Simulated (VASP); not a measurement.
All values below come from PBE GGA, VASP's PBE PAW potentials (set 64) (plane waves; VASP).

VASP ran on this input.

### POSCAR
```
NiO
1.0
  4.1183677327   2.0517294740   2.0517294740
  2.0517294740   4.1183677327   2.0517294740
  2.0517294740   2.0517294740   4.1183677327
Ni O
2 2
Cart
  0.0000000000   0.0000000000   0.0000000000
  4.1109133404   4.1109133404   4.1109133404
  2.0554566702   2.0554566702   2.0554566702
  6.1663700105   6.1663700105   6.1663700105
```

KPOINTS:
```
Automatic
0
gamma
 9 9 9
0 0 0
```

### INCAR
```
! general
SYSTEM  = NiO
PREC    = Accurate
ENCUT   = 620
LREAL   = .FALSE.
LASPH   = .TRUE.

! electronic loop
EDIFF   = 1E-6
NELM    = 100
ALGO    = Normal
LMAXMIX = 4

! smearing
ISMEAR  = 0
SIGMA   = 0.05

! functional
GGA     = PE

! spin
ISPIN   = 2
MAGMOM  = 1.4 -1.4 2*0.0

! ions
IBRION  = 2
NSW     = 40
ISIF    = 3
EDIFFG  = -0.02
PSTRESS = 200

! output
LWAVE   = .FALSE.
LCHARG  = .FALSE.
LORBIT  = 10
```

POTCAR, in this order: Ni O (PBE.64 set). Program: vasp_std.

What VASP printed:

### OSZICAR
```
       N       E                     dE             d eps       ncg     rms          rms(c)
DAV:   1     0.276711340983E+03    0.27671E+03   -0.17870E+04  6904   0.244E+03
DAV:   2     0.612274175067E+01   -0.27059E+03   -0.25360E+03  6976   0.438E+02
DAV:   3    -0.263888204962E+02   -0.32512E+02   -0.30777E+02  7780   0.170E+02
DAV:   4    -0.274851367914E+02   -0.10963E+01   -0.10865E+01  7648   0.327E+01
DAV:   5    -0.275150078517E+02   -0.29871E-01   -0.29858E-01  8152   0.514E+00    0.211E+01
DAV:   6    -0.246066963677E+02    0.29083E+01   -0.41749E+01 10224   0.109E+02    0.212E+01
DAV:   7    -0.233299930987E+02    0.12767E+01   -0.68455E+00  8980   0.783E+01    0.988E+00
DAV:   8    -0.234991253263E+02   -0.16913E+00   -0.18627E+00  7772   0.122E+01    0.639E+00
DAV:   9    -0.234221459224E+02    0.76979E-01   -0.15440E-01 10904   0.112E+01    0.148E+00
DAV:  10    -0.234377947731E+02   -0.15649E-01   -0.65606E-02  9896   0.374E+00    0.693E-01
DAV:  11    -0.234378225311E+02   -0.27758E-04   -0.10045E-02 10476   0.296E+00    0.135E-01
DAV:  12    -0.234381128201E+02   -0.29029E-03   -0.26854E-03  7424   0.475E-01    0.931E-02
DAV:  13    -0.234380691735E+02    0.43647E-04   -0.29106E-04 10556   0.201E-01    0.348E-02
DAV:  14    -0.234380746923E+02   -0.55188E-05   -0.54911E-05  8568   0.156E-01    0.298E-02
DAV:  15    -0.234380732049E+02    0.14874E-05   -0.14401E-05  9588   0.642E-02    0.705E-03
DAV:  16    -0.234380732374E+02   -0.32514E-07   -0.15047E-06  3904   0.215E-02
   1 F= -.19054617E+02 E0= -.19054617E+02  d E =-.190546E+02  mag=     0.0000
       N       E                     dE             d eps       ncg     rms          rms(c)
DAV:   1    -0.248759527859E+02   -0.14379E+01   -0.35485E+01  7936   0.878E+01    0.105E+01
DAV:   2    -0.232741118716E+02    0.16018E+01   -0.68178E+00  8540   0.465E+01    0.607E+00
DAV:   3    -0.231321181064E+02    0.14199E+00   -0.52257E-01  9520   0.160E+01    0.379E+00
DAV:   4    -0.231020881068E+02    0.30030E-01   -0.10230E-01  9096   0.520E+00    0.122E+00
DAV:   5    -0.230883182953E+02    0.13770E-01   -0.24231E-02 11736   0.340E+00    0.670E-01
DAV:   6    -0.230846267333E+02    0.36916E-02   -0.13427E-02  8104   0.183E+00    0.228E-01
DAV:   7    -0.230844566393E+02    0.17009E-03   -0.16337E-03 10344   0.550E-01    0.111E-01
DAV:   8    -0.230844894542E+02   -0.32815E-04   -0.23222E-04  8720   0.189E-01    0.472E-02
DAV:   9    -0.230844924493E+02   -0.29951E-05   -0.18706E-05  7620   0.598E-02    0.126E-02
DAV:  10    -0.230844905178E+02    0.19315E-05   -0.95269E-06  7688   0.296E-02    0.253E-03
DAV:  11    -0.230844906009E+02   -0.83099E-07   -0.32232E-07  3572   0.719E-03
   2 F= -.19042165E+02 E0= -.19042165E+02  d E =0.124521E-01  mag=    -0.0000
       N       E                     dE             d eps       ncg     rms          rms(c)
DAV:   1    -0.238106837558E+02   -0.72619E+00   -0.10176E+01  8488   0.482E+01    0.544E+00
DAV:   2    -0.233770189174E+02    0.43366E+00   -0.17821E+00  7992   0.284E+01    0.364E+00
DAV:   3    -0.233293298314E+02    0.47689E-01   -0.17437E-01  9736   0.964E+00    0.193E+00
DAV:   4    -0.233216449172E+02    0.76849E-02   -0.38974E-02  9016   0.266E+00    0.702E-01
DAV:   5    -0.233178556420E+02    0.37893E-02   -0.67046E-03 11736   0.183E+00    0.388E-01
DAV:   6    -0.233168060495E+02    0.10496E-02   -0.43613E-03  7784   0.105E+00    0.113E-01
DAV:   7    -0.233167491333E+02    0.56916E-04   -0.59507E-04 10312   0.281E-01    0.556E-02
DAV:   8    -0.233167600124E+02   -0.10879E-04   -0.52335E-05  8792   0.129E-01    0.267E-02
DAV:   9    -0.233167611806E+02   -0.11682E-05   -0.10266E-05  7680   0.358E-02    0.737E-03
DAV:  10    -0.233167608306E+02    0.35003E-06   -0.57835E-06  6984   0.331E-02
   3 F= -.19097659E+02 E0= -.19097659E+02  d E =-.430417E-01  mag=     0.0000
```

**OUTCAR**
```
------------------------ aborting loop because EDIFF is reached ----------------------------------------
  FORCE on cell =-STRESS in cart. coord.  units (eV):
  Direction    XX          YY          ZZ          XY          YZ          ZX
  --------------------------------------------------------------------------------------
  Total        4.2030946      4.2030946      4.2030946     -0.0321901     -0.0321901     -0.0321901
  in kB      199.2411927    199.2411927    199.2411927     -1.5259226     -1.5259226     -1.5259226
  external PRESSURE =      -0.7588073 kB  Pullay stress =     200.0000000 kB
  volume of cell :       33.80
      direct lattice vectors                 reciprocal lattice vectors
     4.065720283  2.024979354  2.024979354     0.367751495 -0.122266608 -0.122266608
     2.024979354  4.065720283  2.024979354    -0.122266608  0.367751495 -0.122266608
     2.024979354  2.024979354  4.065720283    -0.122266608 -0.122266608  0.367751495
 POSITION                                       TOTAL-FORCE (eV/Angst)
 -----------------------------------------------------------------------------------
      0.00000      0.00000      0.00000        -0.000000      0.000000     -0.000000
      4.05784      4.05784      4.05784        -0.000000      0.000000      0.000000
      2.02892      2.02892      2.02892        -0.000000     -0.000000      0.000000
      6.08676      6.08676      6.08676         0.000000      0.000000     -0.000000
 -----------------------------------------------------------------------------------
    total drift:                                0.000000     -0.000000     -0.000000
  FREE ENERGIE OF THE ION-ELECTRON SYSTEM (eV)
  ---------------------------------------------------
  free  energy   TOTEN  =       -23.3167608306 eV

  energy  without entropy=      -23.3167608306  energy(sigma->0) =      -23.31676083
  enthalpy is  TOTEN    =       -19.0976588466 eV   P V=        4.2191019840

 total charge

# of ion       s       p       d       tot
------------------------------------------
    1        0.356   0.465   8.325   9.145
    2        0.356   0.465   8.325   9.145
    3        1.559   3.454   0.000   5.013
    4        1.559   3.454   0.000   5.013
--------------------------------------------------
tot          3.829   7.838  16.650  28.317

 magnetization (x)

# of ion       s       p       d       tot
------------------------------------------
    1       -0.011  -0.016   1.324   1.297
    2        0.011   0.016  -1.324  -1.297
    3        0.000   0.000   0.000   0.000
    4        0.000   0.000   0.000   0.000
--------------------------------------------------
tot          0.000   0.000  -0.000  -0.000

 reached required accuracy - stopping structural energy minimisation
```
(Selected blocks of OUTCAR.)

**CONTCAR**
```
NiO
   1.00000000000000
     4.0657202825630625    2.0249793535199339    2.0249793535199339
     2.0249793535199339    4.0657202825630625    2.0249793535199339
     2.0249793535199339    2.0249793535199339    4.0657202825630625
  Ni              O
     2     2
Direct
     0.0000000000000000    0.0000000000000000    0.0000000000000000
     0.5000000000000000    0.5000000000000000    0.5000000000000000
     0.2500000000000000    0.2500000000000000    0.2500000000000000
     0.7500000000000000    0.7500000000000000    0.7500000000000000
```

Energy and stress use the plane-wave basis of the starting cell.

The compound is NiO in the rock salt, AFM-II order structure. This run relaxes it under an external pressure of 20 GPa. Symmetry was kept, so distortions that lower it aren't found.
